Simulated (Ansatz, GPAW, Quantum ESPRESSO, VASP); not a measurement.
## InSe (C2/m, 4 atoms in the cell) computed with different codes at matched settings

Self-consistent single point.

```xyz
4
Lattice="5.8264 -2.0547 0.0000 5.8264 2.0547 0.0000 -1.7232 0.0000 4.7714" Properties=species:S:1:pos:R:3 pbc="T T T"
In    -0.3397     0.0000     4.5479
In    10.2693     0.0000     0.2235
Se     3.3807     0.0000     1.5795
Se     6.5489     0.0000     3.1918
```

Shared settings, as Ansatz (a program for electronic structure) writes them: kpoints.mp_grid.grid = 5 5 4; scf.occupations.method = fixed. Potentials and cutoffs stand in the table.

| code | model | pressure (GPa) | largest force (eV/Å) | gap on the mesh (eV) | cutoff |
|---|---|---|---|---|---|
| Quantum ESPRESSO | LDA (PZ), GBRV 1.5 ultrasoft (LDA) pseudopotentials | -3.37 | 0.094 | 0.962 | 40 Ry |
| VASP | LDA (PZ), VASP's LDA PAW potentials (set 64) | -2.89 | 0.071 | 0.982 | 300 eV |
| Ansatz | LDA (PW92), PAW files made with PBE | -2.81 | 0.095 | 0.973 | 30.9 Ry |
| GPAW | LDA (Perdew-Wang 92), GPAW PAW datasets LDA (gpaw-data 1.0.1) | -3.14 | 0.118 | 0.972 | 550 eV |

Size of the force on each atom (eV/Å): Sizes of forces hide their directions.

| code | In1 | In2 | Se3 | Se4 |
|---|---|---|---|---|
| Quantum ESPRESSO | 0.069 | 0.069 | 0.094 | 0.094 |
| VASP | 0.060 | 0.060 | 0.071 | 0.071 |
| Ansatz | 0.082 | 0.082 | 0.095 | 0.095 |
| GPAW | 0.083 | 0.083 | 0.118 | 0.118 |

Gaps are read on the mesh.

The spread over the programs that give each value: pressure within 0.56 GPa; largest force within 0.047 eV/Å; gap on the mesh within 0.020 eV.

Ansatz's pressure is given at a fixed set of plane waves, as the other plane-wave codes print theirs. The same LDA comes in different parametrisations, which differ slightly.

VASP's run is marked for a possible Pulay error in its stress at this cutoff; no cutoff test was made.

VASP ran the fixed occupations as a Gaussian smearing of 0.01 eV.

The starting cell comes from a database of computed structures (which also holds hypothetical and non-ambient phases and stackings), without a prior relaxation at this level.

Left out of this page: ABINIT, CP2K, Elk and SIESTA (not drawn, or without a comparable value).

Keys are those of Ansatz 0.2.
